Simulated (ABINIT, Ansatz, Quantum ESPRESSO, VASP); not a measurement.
One structure in several programs: Tc2N (P6_3/mmc, 6 atoms in the cell)

Self-consistent single point, at a second geometry (lattice scaled by 0.98). First geometry:

```
Tc2N
1.0
    2.82470     0.00000     0.00000
   -1.41235     2.44626     0.00000
    0.00000     0.00000     9.68079
Tc N
4 2
Direct
  0.33333   0.66667   0.39245
  0.66667   0.33333   0.60755
  0.66667   0.33333   0.89245
  0.33333   0.66667   0.10755
  0.33333   0.66667   0.75000
  0.66667   0.33333   0.25000
```

Shared settings, as Ansatz (a quantum-chemistry and plane-wave program) writes them: kpoints.mp_grid.grid = 11 11 3; scf.occupations.method = gaussian; scf.occupations.width = 0.1 eV. Potentials and cutoffs stand in the table.

| code | model | ΔF from the first geometry (meV/atom) | pressure (GPa) | largest force (eV/Å) | cutoff |
|---|---|---|---|---|---|
| Quantum ESPRESSO | LDA (PZ), GBRV 1.5 ultrasoft (LDA) pseudopotentials | -3.6 | 11.36 | 0.138 | 40 Ry |
| ABINIT | LDA (PW92), norm-conserving pseudopotentials (PseudoDojo nc-sr-04 LDA standard) | -2.2 | 12.14 | 0.119 | 88 Ry |
| Ansatz | LDA (PW92), PAW files | -4.6 | 11.40 | 0.152 | default |
| VASP | LDA (PZ), VASP's LDA PAW potentials (set 64) | -3.5 | 8.22 | 0.143 | 400 eV |

For VASP (by 3.4 GPa) the energy change implies a higher mean pressure, against the two pressures, than for the other programs: a sign of finite-basis (Pulay) stress.

On Ansatz's run: spin polarisation is off.

The spread over the programs that give each value: ΔF from the first geometry within 2.4 meV/atom; pressure within 3.92 GPa; largest force within 0.033 eV/Å.

Ansatz's pressure is given at a fixed set of plane waves, as the other plane-wave codes print theirs; with its correction for the finite basis it is 11.47 GPa. The same LDA comes in different parametrisations, which differ slightly. In the pressure, VASP (by 3.15) lies more than 1 GPa from the median of the plane-wave programs.

VASP's run is marked for a possible Pulay error in its stress at this cutoff; no cutoff test was made.

The starting cell comes from a database of computed structures (which also holds hypothetical and non-ambient phases and stackings), without a prior relaxation at this level. For this run, on top of that: lattice scaled by 0.98.

Left out of this page: Elk, FLEUR and SIESTA (not drawn, or without a comparable value).

Keys are those of Ansatz 0.2.
